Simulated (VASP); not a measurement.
Here is the system:

```
LaSb
1.0
    0.00000     3.22663     3.22663
    3.22663     0.00000     3.22663
    3.22663     3.22663     0.00000
Sb La
1 1
Direct
  0.00000   0.00000   0.00000
  0.50000   0.50000   0.50000
```

Level of theory: PBEsol GGA, VASP's PBE PAW potentials (set 64) (plane waves; VASP 6.6.1). Run with 300 eV cut-off, 5×5×5 Γ-centred mesh, Fermi-Dirac smearing of 0.050 eV, potentials Sb La.

Unless said otherwise, spin-orbit coupling is left out, though it shifts the bands of the heavy elements here.

Q: What does the run give for the energy per atom (σ→0), band gap (on the k-mesh) with the smallest direct gap where there is one?

A: 
```json
{
  "band gap (on the k-mesh)": "none (metal, semimetal or under 0.01 eV)",
  "energy per atom (σ→0)": "-597.8 kJ/mol of atoms"
}
```

The structure was generated: LaSb was put into an ordered model structure, which need not be its known phase. The cell was not relaxed at this level. The k-mesh is coarse (spacing up to 0.34 per Å, 2π included), so the numbers may not be converged in it.
